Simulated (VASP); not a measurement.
VASP runs on PbTe (space group Fm-3m) share one base input (PBE GGA, plane waves, VASP's PBE PAW potentials (set 64)) and change the settings named in each case.

### INCAR
```
SYSTEM = PbTe
PREC = Accurate
ENCUT = 300
EDIFF = 1E-6
NELM = 100
ALGO = Normal
LREAL = .FALSE.
LASPH = .TRUE.
ISMEAR = -1
SIGMA = 0.01
GGA = PE
LMAXMIX = 4
LWAVE = .FALSE.
LCHARG = .FALSE.
ISIF = 2
```

File KPOINTS:
```
Automatic
0
G
  9 9 9
0 0 0
```

File POSCAR:
```
PbTe
1
    0.0000000000     3.2300000000     3.2300000000
    3.2300000000     0.0000000000     3.2300000000
    3.2300000000     3.2300000000     0.0000000000
Te Pb
1 1
Direct
  0.5000000000   0.5000000000   0.5000000000
  0.0000000000   0.0000000000   0.0000000000
```

POTCAR, in this order: Te Pb_d (PBE.64 set). Program: vasp_std.

```csv
change,E(σ→0) (eV/atom),pressure (GPa)
base run,-3.7496,1.82
GGA = PS,-4.1302,-0.66
"GGA_COMPAT = .FALSE., LNONCOLLINEAR = .TRUE., LSORBIT = .TRUE., MAGMOM = 0.0 0.0 0.0 0.0 0.0 0.0, program vasp_ncl",-4.0149,1.72
KPOINTS 5×5×5 Γ-centred mesh,-3.7500,1.84
```
 Energies of different potentials or functionals have different zeros.  Unless said otherwise, spin-orbit coupling is left out, though it shifts the bands of the heavy elements here. At 300 eV the pressure can carry a Pulay error.

Left out are runs that ran out of time, are held back, or changed the cell or the kind of run, fixed moments of cells without a moment, rows past the twelfth, gaps on odd meshes, pressures of charged cells and columns that move by less than the noise.

The structure is a typed PbTe crystal (Fm-3m). The cell was not relaxed at this level.
